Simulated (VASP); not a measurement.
Data:

```
WTe
1.0
    4.20460     0.00000     0.00000
   -2.10230     3.64129     0.00000
    0.00000     0.00000     5.86018
W Te
2 2
Direct
  0.00000   0.00000   0.00000
  0.00000   0.00000   0.50000
  0.33333   0.66667   0.25000
  0.66667   0.33333   0.75000
```

Calculation: PBE GGA, VASP's PBE PAW potentials (set 64) (plane waves; VASP). Numerical set-up: 300 eV cut-off, 5×5×3 Γ-centred mesh, Gaussian smearing of 0.10 eV, potentials W_sv Te.

At this cut-off the stress carries a Pulay error, which pulls relaxed volumes low.

Question: Give the stress tensor in GPa (positive for a compressed cell).

Answer: 
```
  0.13    0.00    0.00
  0.00    0.13    0.00
  0.00    0.00  -17.67
```
The pressure is its mean diagonal, -5.80 GPa.

The structure was generated: TeW was put into an ordered model structure, which need not be its known phase. The cell was not relaxed at this level. The k-mesh is coarse (spacing up to 0.36 per Å, 2π included), so the numbers may not be converged in it.
